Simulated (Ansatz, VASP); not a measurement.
Ge7Os: VASP beside Ansatz

Contents of INCAR:

```
ALGO = Normal
EDIFF = 1E-7
ENCUT = 520
GGA = PE
ISIF = 2
ISMEAR = 0
LASPH = True
LCHARG = False
LREAL = False
LWAVE = False
NBANDS = 63
NELM = 60
PREC = Accurate
SIGMA = 0.1
```

File KPOINTS:

```
k-points
0
Gamma
  4 4 4
```

File POSCAR:

```
Ge7Os
1.0
    0.0000000000      4.4451164600      4.4451164600
    4.4451164600      0.0000000000      4.4451164600
    4.4451164600      4.4451164600      0.0000000000
Ge Os
7 1
Direct
    0.2045610900      0.7954389100      0.7954389100
    0.7954389100      0.2045610900      0.2045610900
    0.7954389100      0.2045610900      0.7954389100
    0.2045610900      0.7954389100      0.2045610900
    0.7954389100      0.7954389100      0.2045610900
    0.2045610900      0.2045610900      0.7954389100
    0.5000000000      0.5000000000      0.5000000000
    0.0000000000      0.0000000000      0.0000000000
```

Input for Ansatz:

```yaml
crystal:
  lattice:
    - [0.0, 4.44511646, 4.44511646]
    - [4.44511646, 0.0, 4.44511646]
    - [4.44511646, 4.44511646, 0.0]
  atoms:
    - { symbol: Ge, position: [0.20456109, 0.79543891, 0.79543891] }
    - { symbol: Ge, position: [0.79543891, 0.20456109, 0.20456109] }
    - { symbol: Ge, position: [0.79543891, 0.20456109, 0.79543891] }
    - { symbol: Ge, position: [0.20456109, 0.79543891, 0.20456109] }
    - { symbol: Ge, position: [0.79543891, 0.79543891, 0.20456109] }
    - { symbol: Ge, position: [0.20456109, 0.20456109, 0.79543891] }
    - { symbol: Ge, position: [0.5, 0.5, 0.5] }
    - { symbol: Os, position: [0.0, 0.0, 0.0] }
basis:
  ecutwfc: 420
kpoints:
  mp_grid: { grid: [4, 4, 4] }
hamiltonian:
  xc: pbe
scf:
  occupations: { method: gaussian, width: 0.1 }
  lower_state_search: "off"
output:
  forces: true
  stress: true
  eigenvalues: true
```

Alike in both runs: task single point; functional PBE; k mesh 4 × 4 × 4; occupations gaussian, width 0.1 eV; no spin polarisation.

|  | VASP | Ansatz |
| --- | --- | --- |
| version | VASP 6.6.1 | Ansatz 0.2.0 |
| potentials or method | VASP PAW PBE potentials, release 64 (Ge_d, Os) | scalar-relativistic, plane waves, PAW |
| plane-wave cutoff (eV) | 520 | 420 |
| valence electrons in the cell | 106 | 114 |

|  | VASP | Ansatz | Ansatz less VASP |
| --- | --- | --- | --- |
| gap on the k mesh at the Fermi level (eV) | none | none | - |
| rms of the force components (eV/Å) | 16.058 | 16.121 | +0.0633 |

Atom by atom the forces differ by 0.063 eV/Å (rms over components). A gap of «none» marks a metal or a gap that the smearing closes. The two sets of potentials don't hold the same shells in valence.

Caveats: forces of over 1 eV/Å show positions far from the minimum, so gaps and moduli don't describe the material at rest. The runs have no spin-orbit coupling, so splittings on Os are missing.
